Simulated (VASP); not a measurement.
Input:

```
MgO
1.0
    0.00000     2.14447     2.14447
    2.14447     0.00000     2.14447
    2.14447     2.14447     0.00000
Mg O
1 1
Direct
  0.00000   0.00000   0.00000
  0.50000   0.50000   0.50000
```

The numbers are results of PBE GGA, VASP's PBE PAW potentials (set 64) (plane waves; VASP), not measurements. Settings: 520 eV cut-off, 11×11×11 Γ-centred mesh, Gaussian smearing of 0.050 eV, potentials Mg O.

Question: Give the stress tensor in GPa (positive for a compressed cell).

Answer: 
```
-4.23   0.00   0.00
 0.00  -4.23   0.00
 0.00   0.00  -4.23
```
The pressure is its mean diagonal, -4.23 GPa.

The compound is MgO in the rock salt structure. This cell is one point of a volume scan, at 1.03 of the reference volume.
